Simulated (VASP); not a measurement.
Given:

```xyz
6
Lattice="0.0000 3.9356 3.9356 3.9356 0.0000 3.9356 3.9356 3.9356 0.0000" Properties=species:S:1:pos:R:3 pbc="T T T"
Sr     5.9034     5.9034     5.9034
Sr     3.9356     3.9356     3.9356
Pd     2.9517     0.9839     2.9517
Pd     0.9839     0.9839     0.9839
Pd     0.9839     2.9517     2.9517
Pd     2.9517     2.9517     0.9839
```

All values below come from PBEsol GGA, VASP's PBE PAW potentials (set 64) (plane waves; VASP 6.6.1). Run with 300 eV cut-off, 7×7×7 Γ-centred mesh, Gaussian smearing of 0.14 eV, potentials Sr_sv Pd.

**Question.** Give the energies of bands 22 to 35 at the high-symmetry points, in eV from the Fermi level.

**Answer.** 
| band | Γ | X | U | L | W |
|---|---|---|---|---|---|
| 22 | -1.45 | -2.44 | -2.26 | -2.50 | -2.34 |
| 23 | -1.45 | -2.40 | -2.06 | -2.35 | -2.23 |
| 24 | -1.45 | -2.40 | -1.99 | -2.35 | -2.23 |
| 25 | -1.43 | -1.99 | -1.80 | -1.58 | -1.71 |
| 26 | -1.43 | -1.99 | -1.70 | -1.49 | -1.71 |
| 27 | 0.00 | -1.38 | -1.55 | -1.49 | -1.65 |
| 28 | 0.00 | -1.38 | -1.50 | -1.26 | -1.65 |
| 29 | 0.00 | -1.36 | -1.26 | -1.26 | -0.96 |
| 30 | 0.50 | -1.36 | -0.98 | 0.00 | -0.96 |
| 31 | 0.50 | 0.79 | 0.02 | 1.56 | 0.35 |
| 32 | 1.06 | 0.79 | 1.24 | 1.96 | 0.35 |
| 33 | 1.06 | 2.22 | 2.04 | 1.96 | 2.67 |
| 34 | 1.06 | 2.22 | 2.78 | 2.06 | 2.67 |
| 35 | 1.63 | 3.27 | 2.98 | 2.06 | 2.99 |

It has no gap at this level: it comes out as a metal or semimetal.

The structure comes from a computed database's SrPd2 entry (Fd-3m); how it stands against other phases isn't given here. The cell was not relaxed at this level.
